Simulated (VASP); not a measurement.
Consider the following.

```
CELL_PARAMETERS angstrom
     -2.02500     2.02500     2.02500
      2.02500    -2.02500     2.02500
      2.02500     2.02500    -2.02500
ATOMIC_POSITIONS crystal
  Na 0.00000 0.00000 0.00000
```

All values below come from LDA (Ceperley-Alder, Perdew-Zunger), VASP's LDA PAW potentials (set 64) (plane waves; VASP). Settings: 520 eV cut-off, Gaussian smearing of 0.050 eV, potentials Na_pv.

Q: Predict the band gap (along the path) with the smallest direct gap where there is one.

A: 
- band gap (along the path): none (metal, semimetal or under 0.01 eV)

Total energies compare only between runs with the same potentials, cut-off and functional.

The compound is Na in the bcc structure. It was relaxed first, which changed the volume by -14 %.
